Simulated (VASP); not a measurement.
## From one sheet to two: 1T-TiTe2 monolayer

What are the lattice, gap and band positions of 1T-TiTe2 monolayer, and what does a second sheet change?

Main program and level: VASP 6.6.1; r2SCAN with rVV10, no spin polarisation; plane waves and PAW (Ti, Te).

### 1. The starting structure

The cell holds 3 atoms: 1 Ti and 2 Te. Its edges and angles: a = 3.750 Å, b = 3.750 Å, c = 22.000 Å, α = 90.0°, β = 90.0°, γ = 120.0°. Vacuum lies along c.

As a file:

```xyz
3
Lattice="3.7500 0.0000 0.0000 -1.8750 3.2476 0.0000 0.0000 0.0000 22.0000" Properties=species:S:1:pos:R:3
Ti    0.0000    0.0000   11.0000
Te    0.0000    2.1651    9.2000
Te    1.8750    1.0825   12.8000
```

### 2. Relaxing the monolayer

The sheet's cell relaxes in its plane with the atoms, while the vacuum is kept.

Input file INCAR:

```
SYSTEM = TiTe2
PREC = Normal
ENCUT = 350
EDIFF = 1E-06
NELM = 120
ISMEAR = 0
SIGMA = 0.03
LREAL = .FALSE.
ALGO = Normal
METAGGA = R2SCAN
LUSE_VDW = .TRUE.
IVDW_NL = 2
BPARAM = 11.95
CPARAM = 0.0093
LASPH = .TRUE.
NBANDS = 14
LORBIT = 11
LWAVE = .FALSE.
LCHARG = .FALSE.
KPAR = 4
IBRION = 2
NSW = 50
ISIF = 3
EDIFFG = -0.015
POTIM = 0.4
IDIPOL = 3
LDIPOL = .TRUE.
DIPOL = 0.5 0.5 0.5
LATTICE_CONSTRAINTS = .TRUE. .TRUE. .FALSE.
```

Input file POSCAR:

```
TiTe2
1.0
    3.7500000000      0.0000000000      0.0000000000
   -1.8750000000      3.2475952642      0.0000000000
    0.0000000000      0.0000000000     22.0000000000
Ti Te
1 2
Direct
    0.0000000000      0.0000000000      0.5000000000
    0.3333333333      0.6666666667      0.4181818182
    0.6666666667      0.3333333333      0.5818181818
```

Input file KPOINTS:

```
Automatic mesh
0
Gamma
9 9 1
0 0 0
```

Potentials, in the order of the species: Ti and Te (PBE family, release 64).

Command:

```sh
$ mpirun -np 4 vasp_std
```

Log:

```text
[banner, memory and clock lines left out]
running    4 mpi-ranks, on    1 nodes
 distrk:  each k-point on    1 cores,    4 groups
 distr:  one band on    1 cores,    1 groups

 POSCAR found type information on POSCAR TiTe
 POSCAR found :  2 types and       3 ions
|                                                                             |
|               ----> ADVICE to this user running VASP <----                  |
|                                                                             |
|     You have switched on vdW-DFT.                                           |
|     This routine was written and supplied by Jiri Klimes. We recommend      |
|     that you carefully read and cite the following publications:            |
|       J. Klimes, D.R. Bowler, A. Michelides                                 |
|          J. Phys.: Cond Matt. 22 022201 (2010)                              |
|       J. Klimes, D.R. Bowler, A. Michelides                                 |
|          Phys. Rev. B. 83, 195131 (2011)                                    |
|     and references therein.                                                 |
|                                                                             |

|                                                                             |
|               ----> ADVICE to this user running VASP <----                  |
|                                                                             |
|     You enforced a specific xc type in the INCAR file but a different       |
|     [... a line on the potential file left out ...]
|     I HOPE YOU KNOW WHAT YOU ARE DOING!                                     |
|                                                                             |

 LDA part: xc-table for (None), standard interpolation
 POSCAR, INCAR and KPOINTS ok, starting setup
 FFT: planning ... GRIDC
 FFT: planning ... GRID_SOFT
 FFT: planning ... GRID
 WAVECAR not read
 entering main loop
       N       E                     dE             d eps       ncg     rms          rms(c)
Total rVV10 correction in eV:      0.6283117    26.1786991
Total rVV10 correction in eV:      0.6283117    26.1786991
Total rVV10 correction in eV:      0.6283117    26.1786991
Total rVV10 correction in eV:      0.6283117    26.1786991
DAV:   1     0.371286527164E+02    0.37129E+02   -0.38010E+03   336   0.590E+02
DAV:   2    -0.608424916687E+02   -0.97971E+02   -0.91230E+02   538   0.137E+02
DAV:   3    -0.694300941968E+02   -0.85876E+01   -0.84366E+01   440   0.484E+01
DAV:   4    -0.696755458974E+02   -0.24545E+00   -0.24523E+00   442   0.961E+00
DAV:   5    -0.696835124915E+02   -0.79666E-02   -0.79664E-02   530   0.179E+00    0.129E+01
Total rVV10 correction in eV:      0.6253931    26.1795825
Total rVV10 correction in eV:      0.6253931    26.1795825
Total rVV10 correction in eV:      0.6253931    26.1795825
Total rVV10 correction in eV:      0.6253931    26.1795825
DAV:   6    -0.676977720077E+02    0.19857E+01   -0.85268E+00   466   0.335E+01    0.147E+01
Total rVV10 correction in eV:      0.6233767    26.1826034
Total rVV10 correction in eV:      0.6233767    26.1826034
Total rVV10 correction in eV:      0.6233767    26.1826034
Total rVV10 correction in eV:      0.6233767    26.1826034
DAV:   7    -0.661488603164E+02    0.15489E+01   -0.14866E+01   406   0.519E+01    0.910E+00
Total rVV10 correction in eV:      0.6203577    26.1807441
Total rVV10 correction in eV:      0.6203577    26.1807441
Total rVV10 correction in eV:      0.6203577    26.1807441
Total rVV10 correction in eV:      0.6203577    26.1807441
DAV:   8    -0.655565832286E+02    0.59228E+00   -0.16742E+00   342   0.959E+00    0.406E+00
Total rVV10 correction in eV:      0.6177051    26.1815468
Total rVV10 correction in eV:      0.6177051    26.1815468
Total rVV10 correction in eV:      0.6177051    26.1815468
Total rVV10 correction in eV:      0.6177051    26.1815468
DAV:   9    -0.653819079204E+02    0.17468E+00   -0.48262E-01   378   0.880E+00    0.184E+00
Total rVV10 correction in eV:      0.6190635    26.1817280
Total rVV10 correction in eV:      0.6190635    26.1817280
Total rVV10 correction in eV:      0.6190635    26.1817280
Total rVV10 correction in eV:      0.6190635    26.1817280
DAV:  10    -0.653872354889E+02   -0.53276E-02   -0.13606E-01   372   0.559E+00    0.116E+00
Total rVV10 correction in eV:      0.6192263    26.1818031
Total rVV10 correction in eV:      0.6192263    26.1818031
Total rVV10 correction in eV:      0.6192263    26.1818031
Total rVV10 correction in eV:      0.6192263    26.1818031
DAV:  11    -0.653700285699E+02    0.17207E-01   -0.30651E-02   372   0.259E+00    0.331E-01
Total rVV10 correction in eV:      0.6202284    26.1816336
Total rVV10 correction in eV:      0.6202284    26.1816336
Total rVV10 correction in eV:      0.6202284    26.1816336
Total rVV10 correction in eV:      0.6202284    26.1816336
DAV:  12    -0.653718159497E+02   -0.17874E-02   -0.34820E-03   390   0.703E-01    0.234E-01
Total rVV10 correction in eV:      0.6217525    26.1811023
Total rVV10 correction in eV:      0.6217525    26.1811023
Total rVV10 correction in eV:      0.6217525    26.1811023
Total rVV10 correction in eV:      0.6217525    26.1811023
DAV:  13    -0.653720145244E+02   -0.19857E-03   -0.21570E-03   354   0.527E-01    0.473E-02
Total rVV10 correction in eV:      0.6222054    26.1807766
Total rVV10 correction in eV:      0.6222054    26.1807766
Total rVV10 correction in eV:      0.6222054    26.1807766
Total rVV10 correction in eV:      0.6222054    26.1807766
DAV:  14    -0.653723960877E+02   -0.38156E-03   -0.26621E-04   384   0.118E-01    0.343E-02
Total rVV10 correction in eV:      0.6232203    26.1799248
Total rVV10 correction in eV:      0.6232203    26.1799248
Total rVV10 correction in eV:      0.6232203    26.1799248
Total rVV10 correction in eV:      0.6232203    26.1799248
DAV:  15    -0.653732724248E+02   -0.87634E-03   -0.42477E-04   348   0.116E-01    0.358E-02
Total rVV10 correction in eV:      0.6236331    26.1794723
Total rVV10 correction in eV:      0.6236331    26.1794723
Total rVV10 correction in eV:      0.6236331    26.1794723
Total rVV10 correction in eV:      0.6236331    26.1794723
DAV:  16    -0.653735124566E+02   -0.24003E-03   -0.58424E-05   366   0.656E-02    0.203E-02
Total rVV10 correction in eV:      0.6237791    26.1793257
Total rVV10 correction in eV:      0.6237791    26.1793257
Total rVV10 correction in eV:      0.6237791    26.1793257
Total rVV10 correction in eV:      0.6237791    26.1793257
DAV:  17    -0.653735581201E+02   -0.45664E-04   -0.81832E-06   336   0.202E-02    0.897E-03
Total rVV10 correction in eV:      0.6241367    26.1789211
[...]
Total rVV10 correction in eV:      0.6176776    26.1794213
DAV:   2    -0.654454882917E+02   -0.77814E-02   -0.15336E-01   378   0.495E+00    0.152E+00
Total rVV10 correction in eV:      0.6171013    26.1791939
Total rVV10 correction in eV:      0.6171013    26.1791939
Total rVV10 correction in eV:      0.6171013    26.1791939
Total rVV10 correction in eV:      0.6171013    26.1791939
DAV:   3    -0.654178249783E+02    0.27663E-01   -0.29088E-02   354   0.273E+00    0.716E-01
Total rVV10 correction in eV:      0.6142000    26.1789826
Total rVV10 correction in eV:      0.6142000    26.1789826
Total rVV10 correction in eV:      0.6142000    26.1789826
Total rVV10 correction in eV:      0.6142000    26.1789826
DAV:   4    -0.654147228284E+02    0.31021E-02   -0.11101E-02   354   0.693E-01    0.193E-01
Total rVV10 correction in eV:      0.6141350    26.1789747
Total rVV10 correction in eV:      0.6141350    26.1789747
Total rVV10 correction in eV:      0.6141350    26.1789747
Total rVV10 correction in eV:      0.6141350    26.1789747
DAV:   5    -0.654146327005E+02    0.90128E-04   -0.71411E-04   368   0.346E-01    0.145E-01
Total rVV10 correction in eV:      0.6140435    26.1789354
Total rVV10 correction in eV:      0.6140435    26.1789354
Total rVV10 correction in eV:      0.6140435    26.1789354
Total rVV10 correction in eV:      0.6140435    26.1789354
DAV:   6    -0.654146192672E+02    0.13433E-04   -0.93161E-05   372   0.120E-01    0.116E-01
Total rVV10 correction in eV:      0.6139258    26.1788509
Total rVV10 correction in eV:      0.6139258    26.1788509
Total rVV10 correction in eV:      0.6139258    26.1788509
Total rVV10 correction in eV:      0.6139258    26.1788509
DAV:   7    -0.654146572403E+02   -0.37973E-04   -0.12962E-04   336   0.994E-02    0.305E-02
Total rVV10 correction in eV:      0.6138723    26.1788407
Total rVV10 correction in eV:      0.6138723    26.1788407
Total rVV10 correction in eV:      0.6138723    26.1788407
Total rVV10 correction in eV:      0.6138723    26.1788407
DAV:   8    -0.654146572493E+02   -0.90499E-08   -0.15440E-05   376   0.442E-02    0.230E-02
Total rVV10 correction in eV:      0.6138636    26.1788199
Total rVV10 correction in eV:      0.6138636    26.1788199
Total rVV10 correction in eV:      0.6138636    26.1788199
Total rVV10 correction in eV:      0.6138636    26.1788199
DAV:   9    -0.654146626101E+02   -0.53608E-05   -0.17474E-06   272   0.101E-02    0.110E-02
Total rVV10 correction in eV:      0.6138777    26.1787997
Total rVV10 correction in eV:      0.6138777    26.1787997
Total rVV10 correction in eV:      0.6138777    26.1787997
Total rVV10 correction in eV:      0.6138777    26.1787997
DAV:  10    -0.654146666962E+02   -0.40861E-05   -0.91918E-07   290   0.746E-03    0.476E-03
Total rVV10 correction in eV:      0.6138858    26.1787645
Total rVV10 correction in eV:      0.6138858    26.1787645
Total rVV10 correction in eV:      0.6138858    26.1787645
Total rVV10 correction in eV:      0.6138858    26.1787645
DAV:  11    -0.654146740520E+02   -0.73558E-05   -0.90466E-07   310   0.652E-03    0.326E-03
Total rVV10 correction in eV:      0.6138953    26.1787473
Total rVV10 correction in eV:      0.6138953    26.1787473
Total rVV10 correction in eV:      0.6138953    26.1787473
Total rVV10 correction in eV:      0.6138953    26.1787473
DAV:  12    -0.654146783970E+02   -0.43449E-05   -0.45241E-07   308   0.569E-03    0.194E-03
Total rVV10 correction in eV:      0.6139063    26.1787166
Total rVV10 correction in eV:      0.6139063    26.1787166
Total rVV10 correction in eV:      0.6139063    26.1787166
Total rVV10 correction in eV:      0.6139063    26.1787166
DAV:  13    -0.654146848891E+02   -0.64922E-05   -0.10366E-06   318   0.631E-03    0.177E-03
Total rVV10 correction in eV:      0.6139097    26.1787037
Total rVV10 correction in eV:      0.6139097    26.1787037
Total rVV10 correction in eV:      0.6139097    26.1787037
Total rVV10 correction in eV:      0.6139097    26.1787037
DAV:  14    -0.654146864279E+02   -0.15388E-05   -0.38393E-07   332   0.482E-03    0.503E-04
Total rVV10 correction in eV:      0.6139096    26.1786999
Total rVV10 correction in eV:      0.6139096    26.1786999
Total rVV10 correction in eV:      0.6139096    26.1786999
Total rVV10 correction in eV:      0.6139096    26.1786999
DAV:  15    -0.654146867428E+02   -0.31485E-06   -0.55619E-08   246   0.213E-03
Total rVV10 correction in eV:      0.6139086    26.1786966
Total rVV10 correction in eV:      0.6139086    26.1786966
Total rVV10 correction in eV:      0.6139086    26.1786966
Total rVV10 correction in eV:      0.6139086    26.1786966
Total rVV10 correction in eV:      0.6139093    26.1786985
Total rVV10 correction in eV:      0.6139093    26.1786985
Total rVV10 correction in eV:      0.6139093    26.1786985
Total rVV10 correction in eV:      0.6139093    26.1786985
   2 F= -.65414687E+02 E0= -.65414115E+02  d E =-.406599E-01
[...]
3 F= -.65414945E+02 E0= -.65414373E+02  d E =-.409178E-01
[...]
4 F= -.65422625E+02 E0= -.65422053E+02  d E =-.768007E-02
[...]
5 F= -.65431768E+02 E0= -.65431090E+02  d E =-.168235E-01
[...]
6 F= -.65432430E+02 E0= -.65431820E+02  d E =-.174852E-01
[...]
7 F= -.65432445E+02 E0= -.65431847E+02  d E =-.175001E-01
[...]
8 F= -.65432464E+02 E0= -.65431849E+02  d E =-.196964E-04
 trial-energy change:   -0.000020  1 .order   -0.000037   -0.000432    0.000358
 step:   0.8582(harm=  0.9129)  dis= 0.00113  next Energy=   -65.432553 (dE=-0.109E-03)
 bond charge predicted
       N       E                     dE             d eps       ncg     rms          rms(c)
Total rVV10 correction in eV:      0.6222577    26.1786970
Total rVV10 correction in eV:      0.6222577    26.1786970
Total rVV10 correction in eV:      0.6222577    26.1786970
Total rVV10 correction in eV:      0.6222577    26.1786970
DAV:   1    -0.654326280077E+02   -0.16348E-03   -0.47227E-03   336   0.377E-01    0.750E-02
Total rVV10 correction in eV:      0.6220661    26.1787220
Total rVV10 correction in eV:      0.6220661    26.1787220
Total rVV10 correction in eV:      0.6220661    26.1787220
Total rVV10 correction in eV:      0.6220661    26.1787220
DAV:   2    -0.654326409809E+02   -0.12973E-04   -0.43492E-04   378   0.268E-01    0.858E-02
Total rVV10 correction in eV:      0.6220346    26.1787119
Total rVV10 correction in eV:      0.6220346    26.1787119
Total rVV10 correction in eV:      0.6220346    26.1787119
Total rVV10 correction in eV:      0.6220346    26.1787119
DAV:   3    -0.654325554250E+02    0.85556E-04   -0.99328E-05   336   0.165E-01    0.377E-02
Total rVV10 correction in eV:      0.6218715    26.1787041
Total rVV10 correction in eV:      0.6218715    26.1787041
Total rVV10 correction in eV:      0.6218715    26.1787041
Total rVV10 correction in eV:      0.6218715    26.1787041
DAV:   4    -0.654325528891E+02    0.25359E-05   -0.35632E-05   336   0.331E-02    0.113E-02
Total rVV10 correction in eV:      0.6218738    26.1787037
Total rVV10 correction in eV:      0.6218738    26.1787037
Total rVV10 correction in eV:      0.6218738    26.1787037
Total rVV10 correction in eV:      0.6218738    26.1787037
DAV:   5    -0.654325533952E+02   -0.50604E-06   -0.14517E-06   256   0.128E-02
Total rVV10 correction in eV:      0.6218499    26.1786989
Total rVV10 correction in eV:      0.6218499    26.1786989
Total rVV10 correction in eV:      0.6218499    26.1786989
Total rVV10 correction in eV:      0.6218499    26.1786989
Total rVV10 correction in eV:      0.6218662    26.1787024
Total rVV10 correction in eV:      0.6218662    26.1787024
Total rVV10 correction in eV:      0.6218662    26.1787024
Total rVV10 correction in eV:      0.6218662    26.1787024
   9 F= -.65432553E+02 E0= -.65431948E+02  d E =-.108639E-03
 curvature:  -0.47 expect dE=-0.762E-07 dE for cont linesearch -0.327E-07
 trial: gam=-0.01279 g(F)=  0.163E-06 g(S)=  0.140E-08 ort = 0.432E-05 (trialstep = 0.151E+01)
 search vector abs. value=  0.970E-07
 reached required accuracy - stopping structural energy minimisation
```

Elapsed: 11 min, on 4 MPI ranks of Intel Xeon Platinum 8259CL at 2.50GHz (Skylake/Cascade Lake), shared host; peak memory 1.4 GiB.

Lines that name or quote the potential files are left out of all logs, and their timing lines are given in words.

(Continued in part 2 of 9.)

[Lines on the potential files, build, host, timing and source positions are cut from VASP's logs without a mark.]

[Logs are printed without paths, hosts, clocks, repeated set-up lines and the standing remarks that a program may print on its own settings, such as how far it seeks lower states.]

[Hosts, paths, dates, database ids (printed as entryN), source tags and the programs' standing remarks are cut or masked in the printed files.]

[Runs that stopped without an error message from VASP are left out.]
